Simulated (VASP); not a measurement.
Output of a VASP run:

**OUTCAR**
```
 ion  position               nearest neighbor table
   1  0.500  0.500  0.500-   2 2.69   2 2.69   2 2.69   2 2.69   2 2.79   2 2.79   2 2.79   2 2.79
  LATTYP: Found a simple orthorhombic cell.
 ALAT       =     3.0925390000
 B/A-ratio  =     1.0337179256
 C/A-ratio  =     1.0358517710
 Subroutine PRICEL returns:
 Original cell was already a primitive cell.
 Subroutine GETGRP returns: Found  4 space group operations
The static configuration has the point symmetry C_2v.
The dynamic configuration has the point symmetry C_2v.
 Subroutine INISYM returns: Found  4 space group operations
 Subroutine IBZKPT returns following result:
 Found    216 irreducible k-points:

 Following reciprocal coordinates:
            Coordinates               Weight
  0.000000  0.000000  0.000000      1.000000
  0.100000  0.000000  0.000000      2.000000
  0.200000  0.000000  0.000000      2.000000
  0.300000  0.000000  0.000000      2.000000
  0.400000  0.000000  0.000000      2.000000
  0.500000  0.000000  0.000000      1.000000
  0.000000  0.090909  0.000000      2.000000
  0.100000  0.090909  0.000000      4.000000
  0.200000  0.090909  0.000000      4.000000
  0.300000  0.090909  0.000000      4.000000
  0.400000  0.090909  0.000000      4.000000
  0.500000  0.090909  0.000000      2.000000
  0.000000  0.181818  0.000000      2.000000
  0.100000  0.181818  0.000000      4.000000
  0.200000  0.181818  0.000000      4.000000
  0.300000  0.181818  0.000000      4.000000
  0.400000  0.181818  0.000000      4.000000
  0.500000  0.181818  0.000000      2.000000
  0.000000  0.272727  0.000000      2.000000
  0.100000  0.272727  0.000000      4.000000
  0.200000  0.272727  0.000000      4.000000
  0.300000  0.272727  0.000000      4.000000
  0.400000  0.272727  0.000000      4.000000
  0.500000  0.272727  0.000000      2.000000
  0.000000  0.363636  0.000000      2.000000
  0.100000  0.363636  0.000000      4.000000
  0.200000  0.363636  0.000000      4.000000
  0.300000  0.363636  0.000000      4.000000
  0.400000  0.363636  0.000000      4.000000
  0.500000  0.363636  0.000000      2.000000
  0.000000  0.454545  0.000000      2.000000
  0.100000  0.454545  0.000000      4.000000
  0.200000  0.454545  0.000000      4.000000
  0.300000  0.454545  0.000000      4.000000
  0.400000  0.454545  0.000000      4.000000
  0.500000  0.454545  0.000000      2.000000
  0.000000  0.000000  0.100000      2.000000
  0.100000  0.000000  0.100000      4.000000
  0.200000  0.000000  0.100000      4.000000
  0.300000  0.000000  0.100000      4.000000
   k-points           NKPTS =    216   k-points in BZ     NKDIM =    216   number of bands    NBANDS=     15
   number of dos      NEDOS =    301   number of ions     NIONS =      2
   total plane-waves  NPLWV =  11520
   dimension x,y,z NGX =    24 NGY =   20 NGZ =   24
   dimension x,y,z NGXF=    48 NGYF=   40 NGZF=   48
   ions per type =               1   1
   PREC   = accura    normal or accurate (medium, high low for compatibility)
   ISTART =      0    job   : 0-new  1-cont  2-samecut
   ICHARG =      2    charge: 1-file 2-atom 10-const
   ISPIN  =      1    spin polarized calculation?
   LNONCOLLINEAR =      F non collinear calculations
   LSORBIT =      F    spin-orbit coupling
   INIWAV =      1    electr: 0-lowe 1-rand  2-diag
   ENCUT  =  400.0 eV  29.40 Ry    5.42 a.u.   5.21  5.04  5.22*2*pi/ulx,y,z
   NELM   =    100;   NELMIN=  2; NELMDL= -5     # of ELM steps
   EDIFF  = 0.1E-05   stopping-criterion for ELM
   LREAL  =      F    real-space projection
   NLSPLINE    = F    spline interpolate recip. space projectors
   LMAXMIX     =    6 max onsite mixed and CHGCAR
   VOSKOWN=      0    Vosko Wilk Nusair interpolation
   EDIFFG = 0.1E-04   stopping-criterion for IOM
   NSW    =      0    number of steps for IOM
   NBLOCK =      1;   KBLOCK =      1    inner block; outer block
...
```

OSZICAR:
```
       N       E                     dE             d eps       ncg     rms          rms(c)
DAV:   1     0.108468877778E+03    0.10847E+03   -0.10048E+04  6711   0.165E+03
DAV:   2    -0.187922840767E+01   -0.11035E+03   -0.10698E+03  6760   0.302E+02
DAV:   3    -0.516262560595E+01   -0.32834E+01   -0.32726E+01  7971   0.627E+01
DAV:   4    -0.518168087141E+01   -0.19055E-01   -0.19052E-01  7481   0.413E+00
DAV:   5    -0.518190614847E+01   -0.22528E-03   -0.22527E-03  8104   0.459E-01    0.825E+00
DAV:   6    -0.476526637150E+01    0.41664E+00   -0.14505E+00  6606   0.143E+01    0.528E+00
DAV:   7    -0.473996431409E+01    0.25302E-01   -0.34346E-02  8993   0.413E+00    0.281E+00
DAV:   8    -0.473178014060E+01    0.81842E-02   -0.99020E-03  7613   0.117E+00    0.143E-01
DAV:   9    -0.473180233088E+01   -0.22190E-04   -0.38151E-04  7255   0.247E-01    0.739E-02
DAV:  10    -0.473181249667E+01   -0.10166E-04   -0.48790E-05  8166   0.115E-01    0.168E-02
DAV:  11    -0.473181283534E+01   -0.33867E-06   -0.11550E-05  7271   0.833E-02    0.461E-03
DAV:  12    -0.473181266595E+01    0.16938E-06   -0.49356E-07  3625   0.213E-02
   1 F= -.47318127E+01 E0= -.47324822E+01  d E =0.200866E-02
```

### OUTCAR
```
------------------------ aborting loop because EDIFF is reached ----------------------------------------
  FORCE on cell =-STRESS in cart. coord.  units (eV):
  Direction    XX          YY          ZZ          XY          YZ          ZX
  --------------------------------------------------------------------------------------
  Total        0.4947640      0.6000998      0.5423726      0.0000000      0.0000000      0.0000000
  in kB       25.0301500     30.3590987     27.4386744      0.0000000      0.0000000      0.0000000
  external PRESSURE =      27.6093077 kB  Pullay stress =       0.0000000 kB
  volume of cell :       31.67
      direct lattice vectors                 reciprocal lattice vectors
     3.196813000  0.000000000  0.000000000     0.312811541  0.000000000  0.000000000
     0.000000000  3.092539000  0.000000000     0.000000000  0.323358897  0.000000000
     0.000000000  0.000000000  3.203412000     0.000000000  0.000000000  0.312167152
 POSITION                                       TOTAL-FORCE (eV/Angst)
 -----------------------------------------------------------------------------------
      1.59841      1.54627      1.60171         0.286750      0.000000      0.000000
      0.08038      0.00000      0.00000        -0.286750      0.000000      0.000000
 -----------------------------------------------------------------------------------
    total drift:                                0.000059      0.000000     -0.000000
  FREE ENERGIE OF THE ION-ELECTRON SYSTEM (eV)
  ---------------------------------------------------
  free  energy   TOTEN  =        -4.7318126660 eV

  energy  without entropy=       -4.7338213263  energy(sigma->0) =       -4.73248222
```
(Selected blocks of OUTCAR.)

File POSCAR:
```
AuZn
1
    3.1968130000     0.0000000000     0.0000000000
    0.0000000000     3.0925390000     0.0000000000
    0.0000000000     0.0000000000     3.2034120000
Zn Au
1 1
Direct
  0.5000000000   0.5000000000   0.5000000000
  0.0251430000   0.0000000000   0.0000000000
```

Q: Write an INCAR and KPOINTS that could have produced this output.

A: One answer among several that fit: the input of the run itself, PBE GGA, plane waves, VASP's PBE PAW potentials (set 64).

**INCAR**
```
LMAXMIX = 6   # l cut-off of mixed one-centre charges
LWAVE = .FALSE.
PREC = Accurate
NELM = 100
SIGMA = 0.3   # width (eV)
GGA = PE   # PBE
EDIFF = 1E-6   # SCF stop (eV)
SYSTEM = AuZn
LCHARG = .FALSE.
LASPH = .TRUE.   # aspherical one-centre terms
ISMEAR = 1   # Methfessel-Paxton
LREAL = .FALSE.   # projection in real space or not
ALGO = Normal   # blocked Davidson
ISIF = 2   # forces and stress, cell fixed
ENCUT = 400   # plane-wave cut-off (eV)
```

**KPOINTS**
```
kpoints
0
gamma
  10 11 10
```

POTCAR, in this order: Zn Au (PBE.64 set). Program: vasp_std.

The compound is AuZn in the CsCl type structure. The cell was not relaxed at this level, atoms are displaced from their ideal sites. The run is one of a series of settings (SIGMA = 0.3 against the base run), some of them coarse on purpose. The electron count is odd and the run is not spin-polarised, which forces a metal.
